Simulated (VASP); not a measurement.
Method: PBE GGA, VASP's PBE PAW potentials (set 64) (plane waves; VASP).

Input for VASP

### KPOINTS
```
Automatic mesh
0
Gamma
9 9 3
0 0 0
```

**INCAR**
```
ALGO=Normal
EDIFF=1E-6
EDIFFG=-0.02
ENCUT=520
GGA=PE
IBRION=2
ISIF=3
ISMEAR=0
LASPH=.True.
LCHARG=.False.
LREAL=.False.
LWAVE=.False.
NELM=100
NSW=60
PREC=Accurate
SIGMA=0.05
SYSTEM=C
```

**POSCAR**
```
C
1.0
  1.2339477470  -2.1372596942   0.0000000000
  1.2339477470   2.1372596942   0.0000000000
  0.0000000000   0.0000000000   7.9189248093
C
4
Direct
  0.0000000000   0.0000000000   0.2500000000
  0.0000000000   0.0000000000   0.7500000000
  0.3333330000   0.6666670000   0.2500000000
  0.6666670000   0.3333330000   0.7500000000
```

POTCAR, in this order: C (PBE.64 set). Program: vasp_std.

What VASP printed:

File OUTCAR:
```
 ion  position               nearest neighbor table
   1  0.000  0.000  0.250-   3 1.42   3 1.42   3 1.42
   2  0.000  0.000  0.750-   4 1.42   4 1.42   4 1.42
   3  0.333  0.667  0.250-   1 1.42   1 1.42   1 1.42
   4  0.667  0.333  0.750-   2 1.42   2 1.42   2 1.42
  LATTYP: Found a hexagonal cell.
 ALAT       =     2.4678950632
 C/A-ratio  =     3.2087769563
 Subroutine PRICEL returns:
 Original cell was already a primitive cell.
 Subroutine GETGRP returns: Found 24 space group operations
The static configuration has the point symmetry D_3d.
 The point group associated with its full space group is D_6h.
The dynamic configuration has the point symmetry D_3d.
 Subroutine INISYM returns: Found 24 space group operations
 Subroutine IBZKPT returns following result:
 Found     24 irreducible k-points:

 Following reciprocal coordinates:
            Coordinates               Weight
  0.000000  0.000000  0.000000      1.000000
  0.111111  0.000000  0.000000      6.000000
  0.222222  0.000000  0.000000      6.000000
  0.333333  0.000000  0.000000      6.000000
  0.444444  0.000000  0.000000      6.000000
  0.111111  0.111111  0.000000      6.000000
  0.222222  0.111111  0.000000     12.000000
  0.333333  0.111111  0.000000     12.000000
  0.444444  0.111111  0.000000      6.000000
  0.222222  0.222222  0.000000      6.000000
  0.333333  0.222222  0.000000     12.000000
  0.333333  0.333333  0.000000      2.000000
  0.000000  0.000000  0.333333      2.000000
  0.111111  0.000000  0.333333     12.000000
  0.222222  0.000000  0.333333     12.000000
  0.333333  0.000000  0.333333     12.000000
  0.444444  0.000000  0.333333     12.000000
  0.111111  0.111111  0.333333     12.000000
  0.222222  0.111111  0.333333     24.000000
  0.333333  0.111111  0.333333     24.000000
...
```

OSZICAR:
```
       N       E                     dE             d eps       ncg     rms          rms(c)
DAV:   1     0.576696628498E+02    0.57670E+02   -0.81769E+03   576   0.121E+03
DAV:   2    -0.344023705303E+02   -0.92072E+02   -0.83852E+02   848   0.232E+02
DAV:   3    -0.392597260874E+02   -0.48574E+01   -0.48194E+01   708   0.545E+01
DAV:   4    -0.393237269227E+02   -0.64001E-01   -0.63852E-01   720   0.746E+00
DAV:   5    -0.393252360013E+02   -0.15091E-02   -0.15087E-02   748   0.109E+00    0.889E+00
DAV:   6    -0.374856330900E+02    0.18396E+01   -0.17649E+00   648   0.920E+00    0.521E+00
DAV:   7    -0.368652462482E+02    0.62039E+00   -0.21349E+00   668   0.101E+01    0.141E+00
DAV:   8    -0.368769252379E+02   -0.11679E-01   -0.69352E-02   640   0.184E+00    0.144E-01
DAV:   9    -0.368767956887E+02    0.12955E-03   -0.14922E-03   712   0.313E-01    0.785E-02
DAV:  10    -0.368771670584E+02   -0.37137E-03   -0.52446E-04   680   0.187E-01    0.331E-02
DAV:  11    -0.368771693405E+02   -0.22821E-05   -0.95456E-06   776   0.248E-02    0.379E-03
DAV:  12    -0.368771712410E+02   -0.19005E-05   -0.15217E-06   676   0.116E-02    0.331E-03
DAV:  13    -0.368771711646E+02    0.76401E-07   -0.96386E-08   496   0.289E-03
   1 F= -.36877171E+02 E0= -.36876473E+02  d E =-.368772E+02
```

OUTCAR:
```
------------------------ aborting loop because EDIFF is reached ----------------------------------------
  FORCE on cell =-STRESS in cart. coord.  units (eV):
  Direction    XX          YY          ZZ          XY          YZ          ZX
  --------------------------------------------------------------------------------------
  Total        0.0342136      0.0342136      0.0325047      0.0000000      0.0000000      0.0000000
  in kB        1.3123797      1.3123790      1.2468289      0.0000000      0.0000000      0.0000000
  external PRESSURE =       1.2905292 kB  Pullay stress =       0.0000000 kB
  volume of cell :       41.77
      direct lattice vectors                 reciprocal lattice vectors
     1.233947747 -2.137259694  0.000000000     0.405203544 -0.233944430  0.000000000
     1.233947747  2.137259694  0.000000000     0.405203544  0.233944430  0.000000000
     0.000000000  0.000000000  7.918924809     0.000000000  0.000000000  0.126279770
 POSITION                                       TOTAL-FORCE (eV/Angst)
 -----------------------------------------------------------------------------------
      0.00000      0.00000      1.97973         0.000000     -0.000000      0.000000
      0.00000      0.00000      5.93919         0.000000      0.000000     -0.000000
      1.23395      0.71242      1.97973         0.000000      0.000000      0.000000
      1.23395     -0.71242      5.93919        -0.000000     -0.000000     -0.000000
 -----------------------------------------------------------------------------------
    total drift:                                0.000000     -0.000000      0.000000
  FREE ENERGIE OF THE ION-ELECTRON SYSTEM (eV)
  ---------------------------------------------------
  free  energy   TOTEN  =       -36.8771711646 eV

  energy  without entropy=      -36.8757743084  energy(sigma->0) =      -36.87647274

 reached required accuracy - stopping structural energy minimisation
```
(Selected blocks of OUTCAR.)

Without a dispersion term in the relaxation, distances and binding between the weakly bound layers, chains or molecules are unreliable, and so is what depends on them.

The compound is C in the graphite structure. It was relaxed first, which changed the volume by +19 %. The k-mesh is coarse (spacing up to 0.33 per Å, 2π included), so the numbers may not be converged in it. The start is the result of an earlier pass.
